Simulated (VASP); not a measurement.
ZrB:

```
Zr B
1.0
     2.94327    0.00000    0.00000
     0.00000    2.94327    0.00000
     0.00000    0.00000    2.94327
Zr B
1 1
Direct
  0.00000 0.00000 0.00000
  0.50000 0.50000 0.50000
```

The cell was built by a generator and needn't be a form met in nature.

- Program: VASP 6.6.1
- Task: relaxation of cell and atoms
- Functional: r2SCAN
- Potentials or basis: VASP PAW PBE potentials, release 64 (Zr_sv, B)
- Cutoff: 600 eV
- k mesh: 6 × 6 × 6
- Occupations: gaussian, width 0.1 eV
- Spin: no spin polarisation

At the start: pressure 15.4 GPa; volume 12.75 Å³/atom.

Where does the relaxation end?

Over 3 steps the energy falls by 51.5 meV/atom and the volume is 13.91 Å³/atom (+9.1 %); space group Pm-3m (No. 221, to 0.05 Å).

Step by step:
```tsv
step	energy change (eV)	largest force (eV/Å)	pressure (GPa)	volume (Å³)
1	0.0000	0.0000	15.38	25.50
2	-0.0101	0.0000	-11.22	30.29
3	-0.1030	0.0000	-0.12	27.83
```

Final structure:
```xyz
2
Lattice="3.0303 0.0000 0.0000 0.0000 3.0303 0.0000 0.0000 0.0000 3.0303" Properties=species:S:1:pos:R:3 pbc="T T T"
Zr    0.0000    0.0000    0.0000
B     1.5152    1.5152    1.5152
```

Caveat: the PAW data sets were made with another functional, which shifts forces and pressure a little.
